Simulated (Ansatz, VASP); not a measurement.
# AlAg2B: VASP beside Ansatz

One calculation is typed for both programs; each brings its own data sets. How far apart do they land? The cell is generated by rule, not measured, and may not be a known phase. Of the first pair: The two relaxations start from unlike cells of this crystal (the structure described is Ansatz's start), so only their ends are compared.

Main program and level: Ansatz 0.2.0; plane waves, with VASP 6.6.1 beside it; relaxation of cell and atoms at RPBE.

## 1. Set-up

It takes space group R3m (No. 160, trigonal). The conventional cell has a = 2.874 Å, b = 2.874 Å, c = 25.965 Å, α = 90.00°, β = 90.00°, γ = 120.00°. Nearest to B lie 3 Ag at 2.67 Å and 3 Al at 2.71 Å. Nearest to Al lie 3 Ag at 2.67 Å and 3 B at 2.71 Å and 6 Al at 2.87 Å. Nearest to Ag lie 3 Al at 2.67 Å and 9 Ag at 2.86 to 2.87 Å. Ag has 3 B at 2.67 Å and 9 Ag at 2.86 to 2.87 Å nearest. Farther neighbours are not listed.

## 2. VASP: relaxation of cell and atoms, RPBE, pair 1

The relaxed volume is the usual yardstick between codes: in a stiff, nearly cubic crystal its relative difference is about their pressure difference at one cell divided by the bulk modulus.

Lines of VASP's logs that name or quote its potential files are left out, and so is its time.

INCAR

```
SYSTEM = AlAg2B
PREC = Accurate
ENCUT = 500
EDIFF = 1E-07
NELM = 120
ISMEAR = 0
SIGMA = 0.1
LREAL = .FALSE.
ALGO = Normal
GGA = RP
NBANDS = 20
LASPH = .TRUE.
LORBIT = 11
LWAVE = .FALSE.
LCHARG = .FALSE.
ISIF = 3
IBRION = 2
NSW = 80
EDIFFG = -0.005
GGA_COMPAT = .FALSE.
NELMIN = 4
KPAR = 2
```

POSCAR

```
AlAg2B
1.0
    1.4969350270      0.8642580746      7.8374904663
   -1.4969350270      0.8642580746      7.8374904663
    0.0000000000     -1.7285104419      7.8374905187
B Al Ag
1 1 2
Direct
    0.3711933920      0.3711933920      0.3711935409
    0.6421900166      0.6421900166      0.6421904710
    0.8802310221      0.8802310221      0.8802317871
    0.1063851674      0.1063851674      0.1063850047
```

KPOINTS

```
Automatic mesh
0
Gamma
9 9 9
0 0 0
```

Potentials, in the order of the species: B, Al and Ag (PBE family, release 64).

On the command line:

```console
$ mpirun -np 2 vasp_std
```

Numbers of over 12 decimals in the logs are rounded to 6 here.

Log:

```text
[banner, memory and clock lines left out]
running    2 mpi-ranks, on    1 nodes
 distrk:  each k-point on    1 cores,    2 groups
 distr:  one band on    1 cores,    1 groups

 POSCAR found type information on POSCAR B AlAg
 POSCAR found :  3 types and       4 ions
|                                                                             |
|               ----> ADVICE to this user running VASP <----                  |
|                                                                             |
|     You enforced a specific xc type in the INCAR file but a different       |
|     [... a line on the potential file left out ...]
|     I HOPE YOU KNOW WHAT YOU ARE DOING!                                     |
|                                                                             |

 LDA part: xc-table for (Slater+PW92), standard interpolation
 POSCAR, INCAR and KPOINTS ok, starting setup
 FFT: planning ... GRIDC
 FFT: planning ... GRID_SOFT
 FFT: planning ... GRID
 WAVECAR not read
 entering main loop
       N       E                     dE             d eps       ncg     rms          rms(c)
DAV:   1     0.132521184117E+03    0.13252E+03   -0.13355E+04  3400   0.127E+03
DAV:   2    -0.112240658180E+02   -0.14375E+03   -0.13763E+03  3708   0.261E+02
DAV:   3    -0.152587477074E+02   -0.40347E+01   -0.39844E+01  3960   0.440E+01
DAV:   4    -0.152873789917E+02   -0.28631E-01   -0.28617E-01  3764   0.391E+00
DAV:   5    -0.152877059441E+02   -0.32695E-03   -0.32695E-03  3964   0.447E-01    0.104E+01
DAV:   6    -0.130773855530E+02    0.22103E+01   -0.21475E+01  4064   0.440E+01    0.986E+00
DAV:   7    -0.126435068775E+02    0.43388E+00   -0.26513E+00  3740   0.141E+01    0.428E+00
DAV:   8    -0.126081494168E+02    0.35357E-01   -0.37579E-01  3872   0.666E+00    0.107E+00
DAV:   9    -0.125997715738E+02    0.83778E-02   -0.48163E-02  3748   0.318E+00    0.441E-01
DAV:  10    -0.125980055899E+02    0.17660E-02   -0.53029E-03  3960   0.641E-01    0.146E-01
DAV:  11    -0.125978093912E+02    0.19620E-03   -0.10791E-03  3832   0.279E-01    0.627E-02
DAV:  12    -0.125978065846E+02    0.28065E-05   -0.12590E-04  3884   0.139E-01    0.154E-02
DAV:  13    -0.125978069846E+02   -0.40001E-06   -0.15159E-05  3784   0.482E-02    0.721E-03
DAV:  14    -0.125978065759E+02    0.40876E-06   -0.66331E-07  3892   0.856E-03    0.195E-03
DAV:  15    -0.125978065229E+02    0.52996E-07   -0.28829E-07  3208   0.587E-03
   1 F= -.12597807E+02 E0= -.12596477E+02  d E =-.125978E+02
 curvature:   0.00 expect dE= 0.000E+00 dE for cont linesearch  0.000E+00
 trial: gam= 0.00000 g(F)=  0.136E-05 g(S)=  0.973E-05 ort = 0.000E+00 (trialstep = 0.100E+01)
 search vector abs. value=  0.111E-04
 bond charge predicted
       N       E                     dE             d eps       ncg     rms          rms(c)
DAV:   1    -0.125979255041E+02   -0.11893E-03   -0.17661E-03  3612   0.416E-01    0.740E-02
DAV:   2    -0.125978211216E+02    0.10438E-03   -0.46581E-04  3836   0.243E-01    0.293E-02
DAV:   3    -0.125978144261E+02    0.66955E-05   -0.17855E-05  3748   0.419E-02    0.165E-02
DAV:   4    -0.125978115773E+02    0.28487E-05   -0.22895E-06  3860   0.105E-02    0.706E-03
DAV:   5    -0.125978105817E+02    0.99569E-06   -0.38765E-07  3640   0.653E-03    0.139E-03
DAV:   6    -0.125978104530E+02    0.12867E-06   -0.56055E-08  1888   0.295E-03    0.494E-04
DAV:   7    -0.125978104242E+02    0.28745E-07   -0.85292E-09  1816   0.845E-04
   2 F= -.12597810E+02 E0= -.12596485E+02  d E =-.390135E-05
 trial-energy change:   -0.000004  1 .order   -0.000005   -0.000011    0.000001
 step:   0.8377(harm=  0.9122)  dis= 0.00011  next Energy=   -12.597811 (dE=-0.399E-05)
 reached required accuracy - stopping structural energy minimisation
```

Parts of OUTCAR (step 2):

```text
ion  position               nearest neighbor table
   1  0.371  0.371  0.371-   2 2.27   2 2.27   2 2.27   4 2.36   4 2.36   4 2.36
   2  0.642  0.642  0.642-   1 2.27   1 2.27   1 2.27   3 2.83   3 2.83   3 2.83
   3  0.880  0.880  0.880-   2 2.83   2 2.83   2 2.83   4 3.06   4 3.06   4 3.06
   4  0.106  0.106  0.106-   1 2.36   1 2.36   1 2.36   3 3.06   3 3.06   3 3.06

  LATTYP: Found a trigonal (rhomboedric) cell.
 ALAT       =     8.0258341189
 COS(alpha) =     0.9304245838

 Subroutine GETGRP returns: Found  6 space group operations
 (whereof  6 operations were pure point group operations)

The static configuration has the point symmetry C_3v.

 Found     85 irreducible k-points:

   k-points           NKPTS =     85   k-points in BZ     NKDIM =     85   number of bands    NBANDS=     20

   dimension x,y,z NGX =    60 NGY =   60 NGZ =   60
   dimension x,y,z NGXF=   120 NGYF=  120 NGZF=  120

   ENCUT  =  500.0 eV  36.75 Ry    6.06 a.u.  14.63 14.63 14.63*2*pi/ulx,y,z

   NELECT =      28.0000    total number of electrons

 k-points in reciprocal lattice and weights: Automatic mesh
   0.00000000  0.00000000  0.00000000       0.001
   0.11111111  0.00000000  0.00000000       0.008
   0.22222222  0.00000000 -0.00000000       0.008
   0.33333333  0.00000000  0.00000000       0.008
   0.44444444  0.00000000 -0.00000000       0.008
   0.11111111  0.11111111  0.00000000       0.008
   0.22222222  0.11111111  0.00000000       0.016
   0.33333333  0.11111111  0.00000000       0.016
   0.44444444  0.11111111 -0.00000000       0.016
[...]
0.44444444  0.44444444  0.44444444       0.003
  -0.44444444  0.44444444  0.44444444       0.008

 average (electrostatic) potential at core
       1 -25.8446       2 -73.0345       3 -71.9132       4 -72.1445

 E-fermi :   7.7050

 k-point     1 :       0.0000    0.0000    0.0000
  band No.  band energies     occupation
    ...
     10       3.3396      2.00000
     11       3.3396      2.00000
     12       3.6842      2.00000
     13       3.6842      2.00000
     14       7.0784      2.00000
     15      10.8104      0.00000
     16      11.6655      0.00000
     17      11.6655      0.00000
     18      17.3145      0.00000
     19      18.4689      0.00000
    ...

 k-point     2 :       0.1111    0.0000    0.0000
  band No.  band energies     occupation
    ...
     10       3.2841      2.00000
     11       3.3065      2.00000
     12       3.6412      2.00000
     13       3.6780      2.00000
     14       7.5279      1.98774
     15      10.6895      0.00000
     16      10.9833      0.00000
     17      11.3434      0.00000
     18      16.4127      0.00000
     19      17.6160      0.00000
    ...

 k-point     3 :       0.2222    0.0000   -0.0000
  band No.  band energies     occupation
    ...
      9       3.1689      2.00000
     10       3.2403      2.00000
     11       3.4338      2.00000
     12       3.6653      2.00000
     13       3.9180      2.00000
     14       7.9165      0.00277
     15       9.1624      0.00000
     16      10.6709      0.00000
     17      11.5585      0.00000
     18      13.9191      0.00000
    ...

  Total       -0.0054034     -0.0054034     -0.0011911      0.0000000     -0.0000000      0.0000000
  in kB       -0.1422203     -0.1422204     -0.0313513      0.0000000     -0.0000000      0.0000000
  external PRESSURE =      -0.1052640 kB  Pullay stress =       0.0000000 kB

  energy-cutoff  :      500.00
  volume of cell :       60.87
      direct lattice vectors                 reciprocal lattice vectors
     1.497138611  0.864375615  7.839711657     0.333970413  0.192817835  0.042518524
    -1.497138611  0.864375615  7.839711657    -0.333970413  0.192817835  0.042518524
     0.000000000 -1.728745520  7.839711709     0.000000000 -0.385635667  0.042518664

 POSITION                                       TOTAL-FORCE (eV/Angst)
 -----------------------------------------------------------------------------------
      0.00000      0.00000      8.72994        -0.000000     -0.000000     -0.002397
      0.00000      0.00000     15.10389        -0.000000      0.000000      0.002400
      0.00000      0.00000     20.70228         0.000000      0.000000      0.001174
      0.00000      0.00000      2.50216        -0.000000     -0.000000     -0.001176
 -----------------------------------------------------------------------------------
    total drift:                               -0.000000      0.000302     -0.000817

  FREE ENERGIE OF THE ION-ELECTRON SYSTEM (eV)
  ---------------------------------------------------
  free  energy   TOTEN  =       -12.5978104242 eV

  energy  without entropy=      -12.5951599826  energy(sigma->0) =      -12.59648520

 reached required accuracy - stopping structural energy minimisation

 total charge
# of ion       s       p       d       tot
------------------------------------------
    1        0.746   0.899   0.000   1.645
    2        0.423   0.339   0.000   0.761
    3        0.419   0.302   9.123   9.843
    4        0.420   0.371   9.091   9.881
--------------------------------------------------
tot          2.007   1.910  18.213  22.131

[... 3 further parts left out ...]
```

CONTCAR:

```
AlAg2B
   1.00000000000000
     1.4971386106619338    0.8643756145935695    7.8397116565876921
    -1.4971386106619338    0.8643756145935695    7.8397116565876921
     0.0000000000000000   -1.7287455195580874    7.8397117088313060
  B               Al              Ag
     1     1     2
Direct
     0.3711845584985949    0.3711845584985949    0.3711847073985948
     0.6421956789637473    0.6421956789637473    0.6421961333637494
     0.8802312129527311    0.8802312129527311    0.8802319779527340
     0.1063881476849236    0.1063881476849236    0.1063879849849261
```

The run keeps the 6 symmetry operations of its start, so it cannot find a distortion of lower symmetry.

## 3. Ansatz: relaxation of cell and atoms, RPBE, pair 1

Ansatz runs on its default PAW (the set named soft_2) files.

Its own start cell and the same functional, mesh and smearing now go to Ansatz, which takes its cutoff from its data sets.

input.yaml

```yaml
crystal:
  lattice:
    - [1.43687, 0.82958, 8.65498]
    - [-1.43687, 0.82958, 8.65498]
    - [0.0, -1.65915, 8.65498]
  atoms:
    - { symbol: B, position: [0.37457, 0.37457, 0.37457] }
    - { symbol: Al, position: [0.62543, 0.62543, 0.62543] }
    - { symbol: Ag, position: [0.8782, 0.8782, 0.8782] }
    - { symbol: Ag, position: [0.1218, 0.1218, 0.1218] }
kpoints:
  mp_grid: { grid: [9, 9, 9] }
hamiltonian:
  xc: rpbe
scf:
  occupations: { method: gaussian, width: 0.1 }
output:
  forces: true
  stress: true
  eigenvalues: true
relax:
  adjacent_minimum: "off"
  f_tol: 0.05
  max_steps: 80
  cell: { stress_tol: 0.5 }
```

On the command line:

```console
$ ansatz run input.yaml --threads 8 --pin off --max-ram 14336MiB --backend cpu --events-out ev --progress --plain --runs-dir out
```

Log:

```text
The last accepted step is kept in <dir> (removed where the run ends without a failure and the disk answers)
basis.fft_grid_basis auto: the FFT boxes are laid along the combinations [[1, 0, -1], [0, 1, -1], [0, 0, 1]] of the cell's own vectors, 2.874, 2.874 and 8.813 Å long. The dense box has 20×20×60 points. Along the cell's own vectors, as sized, it would have 60×60×60, 9.00 times as many. Of the 6 symmetry operations that the crystal satisfies within crystal.symmetry.tolerance (time reversal apart; of a slab, those that  [...]
Engine: ansatz 0.2.0, aarch64-unknown-linux-gnu
Pseudopotentials: kind: paw
Pseudopotential: B, paw, valence charge 3, recommended cutoff 420 eV (normal), B.paw.azcp
Pseudopotential: Al, paw, valence charge 3, recommended cutoff 420 eV (normal), Al.paw.azcp
Pseudopotential: Ag, paw, valence charge 19, recommended cutoff 420 eV (normal), Ag.paw.azcp
Functional definition: RPBE
  parameter kappa = 0.804
  parameter beta = 0.066725
  exchange = rpbe_x(kappa = kappa, mu = beta*pi^2/3)
  correlation = pbe_c(beta = beta)
Crystal: 4 atoms, lattice volume = 61.900 Å³
Basis set: ecut = 420 eV, 1223 PW (Γ), FFT grids on a1−a3, a2−a3, a3, exchange–correlation on 40×40×120 points (8 copies of the dense FFT grid, shifted against one another)
Bands: 27, of which v1, the nominal top of the filled ones, is band 22 counted from 1 (21 counted from 0)
Symmetry: 6 space group operations
Space group: R3m (ITA 160), of the structure as read, at distance tolerance 4.0e-5 Å
k-points: 85 of 729 (time reversal used)
Non-local potential: B, projectors of the file, l = 0: 2, l = 1: 2, l = 2: 1
Non-local potential: Al, projectors of the file, l = 0: 2, l = 1: 2, l = 2: 1
Non-local potential: Ag, projectors of the file, l = 0: 3, l = 1: 2, l = 2: 2, l = 3: 1
PAW form: soft (Blöchl's): semilocal exchange-correlation on the pseudo side does not see the compensation charge
PAW frozen core: B, regenerated for the run's functional, and the local potential with it (the file was generated under x = pbe(κ = 0.804, μ = 0.219515), c = pbe(β = 0.066725))
PAW frozen core: Al, regenerated for the run's functional, and the local potential with it (the file was generated under x = pbe(κ = 0.804, μ = 0.219515), c = pbe(β = 0.066725))
PAW frozen core: Ag, regenerated for the run's functional, and the local potential with it (the file was generated under x = pbe(κ = 0.804, μ = 0.219515), c = pbe(β = 0.066725))
PAW one-centre angular grid: B, 110 points (default); XC on 64 Gauss nodes
PAW one-centre angular grid: Al, 110 points (default); XC on 64 Gauss nodes
PAW one-centre angular grid: Ag, 590 points (default); XC on 64 Gauss nodes
Initial density: superposition of atomic densities (neutral atoms: chi_scale 0, normalization atom), corrected by the library's trained network
Initial wavefunctions: pseudopotential atomic-orbital guess
Functional: x = rpbe, c = pbe(β = 0.066725)
SCF iter   1: F=—  HF=-15891.721043 eV  |F-HF|=—  |Δ(HF+E_count)|=         —  Δρ=4.70e-3  dr2=3.08e-2  ethr=1.77e-3  ⟨swp⟩=5.3  Hψ=8651  notcnv=0
preconditioner: auto → Kerker (q_TF=auto, 2.577 Å⁻¹)  [metal: Δε(μ)=0.012 eV  Ē_g=8.262 eV  σ=0.100 eV  W_gap=0.07  n_scr=18 (ndim 8)  ℏωp=25.0 eV  f_vac=0.000  D(μ)=2.74/eV (n_scr^D=30)]
SCF iter   2: F=—  HF=-15891.718758 eV  |F-HF|=—  |Δ(HF+E_count)|=   2.29e-3  Δρ=1.92e-3  dr2=6.23e-3  ethr=6.99e-5  ⟨swp⟩=1.0  Hψ=2975  notcnv=0
SCF iter   3: F=—  HF=-15891.718257 eV  |F-HF|=—  |Δ(HF+E_count)|=   5.01e-4  Δρ=8.64e-4  dr2=1.50e-3  ethr=1.42e-5  ⟨swp⟩=1.0  Hψ=2242  notcnv=0
SCF iter   4: F=—  HF=-15891.718082 eV  |F-HF|=—  |Δ(HF+E_count)|=   1.75e-4  Δρ=2.21e-4  dr2=6.22e-5  ethr=3.41e-6  ⟨swp⟩=2.2  Hψ=3148  notcnv=0
SCF iter   5: F=—  HF=-15891.718047 eV  |F-HF|=—  |Δ(HF+E_count)|=   3.53e-5  Δρ=5.80e-5  dr2=5.48e-6  ethr=1.41e-7  ⟨swp⟩=2.2  Hψ=3407  notcnv=0
SCF iter   6: F=—  HF=-15891.718046 eV  |F-HF|=—  |Δ(HF+E_count)|=   5.48e-7  Δρ=2.42e-5  dr2=3.61e-7  ethr=1.25e-8  ⟨swp⟩=2.6  Hψ=3120  notcnv=0
SCF iter   7: F=—  HF=-15891.718046 eV  |F-HF|=—  |Δ(HF+E_count)|=   3.72e-8  Δρ=1.29e-5  dr2=1.75e-7  ethr=2.27e-10  ⟨swp⟩=6.4  Hψ=8641  notcnv=0
SCF iter   8: F=-15891.718046 eV  HF=-15891.718046 eV  |F-HF|=1.06e-8  |Δ(HF+E_count)|=   2.56e-8  Δρ=3.70e-6  dr2=1.67e-8  ethr=2.27e-10  ⟨swp⟩=4.0  Hψ=7317  notcnv=0
SCF 1 converged in 8 iterations: F = -15891.718046 eV  dr2 = 1.67e-8
  greatest PAW one-centre occupation: 1.000 electrons in one spin orbital (limit 2), on the Ag atom at site 2 (counted from 0), in its partial waves of l = 0
[...]
relax step   4: F+E_penalty+E_count = -15892.82689284 eV  Δ(F+E_penalty+E_count) = -9.891e-2 eV  max|allowed force component| = 1.734e-1 eV/Å  Δτ_max = 0.1013 Å  P = +1.351 GPa  Ω = 60.087 Å³  energy of the carried Pulay correction = +1.004e-3 eV  (7 SCF iters, dr2 threshold 4.00e-7 eV, accepted)
[...]
relax step   5: F+E_penalty+E_count = -15892.83081947 eV  Δ(F+E_penalty+E_count) = -3.927e-3 eV  max|allowed force component| = 9.181e-2 eV/Å  Δτ_max = 0.0173 Å  P = -0.290 GPa  Ω = 61.007 Å³  energy of the carried Pulay correction = +4.911e-4 eV  (7 SCF iters, dr2 threshold 4.00e-7 eV, accepted)
[...]
relax step   6: F+E_penalty+E_count = -15892.83153631 eV  Δ(F+E_penalty+E_count) = -7.168e-4 eV  max|allowed force component| = 1.286e-2 eV/Å  Δτ_max = 0.0081 Å  P = -0.027 GPa  Ω = 60.931 Å³  energy of the carried Pulay correction = +5.333e-4 eV  (6 SCF iters, dr2 threshold 4.00e-7 eV, accepted)
[...]
relax step   7: F+E_penalty+E_count = -15892.83205540 eV  Δ(F+E_penalty+E_count) = -5.191e-4 eV  max|allowed force component| = 1.236e-2 eV/Å  Δτ_max = 0.0000 Å  P = -0.027 GPa  Ω = 60.931 Å³  stress off target by 3.73e-2 GPa  SCF on the basis re-selected at this cell (its energy is not comparable with the rows above)  (4 SCF iters)
basis re-selected at this cell: Δ(F+E_penalty+E_count) = -5.191e-4 eV, ΔP = -0.000 GPa vs the last step (what re-selecting the basis moved, of the pressure what is left beyond the Pulay correction that the steps carried, after the strain that the cell walked since its last selection, with what the two solves' SCF thresholds leave and, on support functions, any second-order correction that the steps lacked; it is no measure of the basis error at this ecutwfc). The dense FFT grid was sized anew with the basis: this SCF ran on 24×24×54 points, the steps before it on 20×20×60, so part of this shift can come from that change (see relax.cell in the input reference). [rest of the remark cut]
SCF converged after 4 iterations
Free energy (F): -15892.832055 eV
Harris-Foulkes:  -15892.832055 eV  (|F-HF|=3.51e-9)
Internal energy: -15892.829384 eV  (E = F + TS)
E sigma→0 (E₀):  -15892.830720 eV
Entropy (-TS):   -0.002672 eV (-0.668 meV/atom)
Fermi energy:    13.061607 eV
--- Per-component energies (eV) ---
  E_band       = -597.650405
  E_kinetic    = 1117.119959
  E_local      = -7093.205838  (includes V_loc(G=0)·N_el)
  E_nonlocal   = 179.028580
  E_hartree    = 3279.135176
  E_xc         = -440.333427
  E_vxc        = -534.202964  (∫ρ·V_xc dr)
  E_paw        = -8367.491279  (= ΣΔE_a)
  E_vpaw       = -824.662157  (= ΣTr[D̂ρ^β])
  E_aug_tail   = 0.000644  (compensation charges beyond the density's cutoff)
  E_ewald      = -4566.834093
  E_core_change = -0.249105  (= ΣΔE_core)
  E_smearing   = -0.002672  (= −TS)
  E_closure    = -0.000000  (closes the sum)
  Σ components = -15892.832055   (vs F -15892.832055, Δ=0.00e0)
--- Forces (eV/Å), atoms counted from 1 ---
  atom   1  B      0.00000000     0.00000000     0.01236009
  atom   2  Al     0.00000000    -0.00000000    -0.00534185
  atom   3  Ag     0.00000000    -0.00000000    -0.00005331
  atom   4  Ag     0.00000000    -0.00000000    -0.00696421
  max |Σ_I F_I| component: 7.25e-7 eV/Å
--- Stress (GPa, compression-positive) ---
       -0.037330       0.000000       0.000000
        0.000000      -0.037330       0.000000
        0.000000       0.000000      -0.005670
  P = ⅓ Tr σ = -0.0268 GPa (-0.268 kbar)
--- Band table (eV; the first three rows and the last of 85) ---
  k-point 0: bands = [... 18 lower, 8.7207, 9.0667, 9.0667, 12.4360, 16.1754, 17.0079, 17.0079, 22.6519, ... 1 higher]
  k-point 1: bands = [... 18 lower, 8.6872, 9.0227, 9.0605, 12.8859, 16.0346, 16.3470, 16.6869, 21.7501, ... 1 higher]
  k-point 2: bands = [... 18 lower, 8.8136, 9.0479, 9.2933, 13.2675, 14.5202, 16.0164, 16.9193, 19.2642, ... 1 higher]
  k-point 84: bands = [... 18 lower, 8.6841, 9.0660, 10.2813, 10.4637, 16.0107, 16.6789, 18.8262, 20.6353, ... 1 higher]
--- Relaxed structure (6 steps of the walk, 6 accepted, 1 SCFs on fresh bases) ---
  F+E_penalty+E_count = -15892.83205540 eV   max|allowed force component| = 1.236e-2 eV/Å   (the final SCF, on the basis selected at the relaxed cell)
  cell:  # Å, volume = 60.9306 Å³
    - [1.498098, 0.864929, 7.837262]
    - [-1.498098, 0.864929, 7.837262]
    - [0, -1.729853, 7.837262]
  atoms:
    - { symbol: B, position: [0.371208, 0.371208, 0.371208] }
    - { symbol: Al, position: [0.642195, 0.642195, 0.642195] }
    - { symbol: Ag, position: [0.880240, 0.880240, 0.880240] }
    - { symbol: Ag, position: [0.106357, 0.106357, 0.106357] }
```

(Part 1 of 2 ends here.)

[Lines on the potential files, build, host, timing and source positions are cut from VASP's logs without a mark.]

[Logs are printed without paths, hosts, clocks, repeated set-up lines and the standing remarks that a program may print on its own settings, such as how far it seeks lower states.]

[Hosts, paths, dates, database ids (printed as entryN), source tags and the programs' standing remarks are cut or masked in the printed files.]
